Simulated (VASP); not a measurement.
The system is BiSbSe.

```
CELL_PARAMETERS angstrom
4.81662 0.00000 0.00000
-2.40831 4.17131 0.00000
0.00000 0.00000 4.70240
ATOMIC_POSITIONS crystal
Sb 0.66667 0.33333 0.50000
Bi 0.00000 0.00000 0.00000
Se 0.33333 0.66667 0.50000
```

The cell was built by a generator and needn't be a form met in nature.

| Item | Value |
| --- | --- |
| Program | VASP 6.6.1 |
| Task | relaxation of cell and atoms |
| Functional | LDA |
| Potentials or basis | VASP PAW LDA potentials, release 64 (Sb, Bi_d, Se) |
| Cutoff | 600 eV |
| k mesh | 7 × 7 × 6 |
| Occupations | gaussian, width 0.05 eV |
| Spin | no spin polarisation |

At the start: pressure -4.6 GPa; volume 31.49 Å³/atom.

Q: How do energy, volume and symmetry change on relaxing?

A: Over 13 steps the energy falls by 302.5 meV/atom and the volume is 25.17 Å³/atom (-20.1 %); space group P-6m2 (No. 187, to 0.05 Å).

Step by step:
```csv
step,energy change (eV),largest force (eV/Å),pressure (GPa),volume (Å³)
1,0.0000,0.0000,-4.56,94.48
2,-0.3381,0.0000,0.36,82.66
3,-0.3696,0.0000,2.46,79.48
4,-0.6233,0.0000,2.12,77.21
5,-0.7386,0.0000,8.82,67.76
6,-0.7949,0.0000,4.88,70.66
7,-0.8579,0.0000,2.02,74.21
8,-0.8707,0.0000,3.24,72.19
9,-0.8857,0.0000,2.44,73.23
10,-0.8862,0.0000,2.63,72.94
11,-0.8990,0.0000,-1.46,77.27
12,-0.9070,0.0000,0.00,75.56
13,-0.9075,0.0000,-0.01,75.52
```

Final structure:
```
Sb Bi Se
1.0
     4.98588    0.00000    0.00000
    -2.49294    4.31790    0.00000
     0.00000    0.00000    3.50780
Sb Bi Se
1 1 1
Direct
  0.66667 0.33333 0.50000
  0.00000 0.00000 0.00000
  0.33333 0.66667 0.50000
```

Caveat: the volume moved by over 15 % at a fixed basis, so the end points are rough.
